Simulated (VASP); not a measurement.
Input:

```
MoS2
1.0
    3.15542     0.00000     0.00000
   -1.57771     2.73267     0.00000
    0.00000     0.00000    31.56487
Mo S
3 6
Direct
  0.66667   0.33333   0.30471
  0.66667   0.33333   0.69529
  0.33333   0.66667   0.50000
  0.33333   0.66667   0.35433
  0.33333   0.66667   0.25500
  0.66667   0.33333   0.54965
  0.33333   0.66667   0.74500
  0.33333   0.66667   0.64567
  0.66667   0.33333   0.45035
```

Method: HSE06 screened hybrid (exact exchange on a k-mesh reduced by 3x3x1), VASP's PBE PAW potentials (set 64) (plane waves; VASP 6.6.1). Run with PREC = Normal, EDIFF = 1E-5, 400 eV cut-off, 12×12×1 Γ-centred mesh, Gaussian smearing of 0.050 eV, potentials Mo S.

Exact exchange is summed on a reduced mesh (NKRED).

Problem. Predict the energy per atom (σ→0), largest force.

Solution. 
| Quantity | Value |
|---|---|
| energy per atom (σ→0) | -8.671 eV/atom |
| largest force | 0.491 eV/Å |

The absolute energy has meaning only against runs of the same code, potentials and settings.

The cell is a sheet with vacuum, built from MoS2 (2H layered). The cell's shape comes from a PBE relaxation.
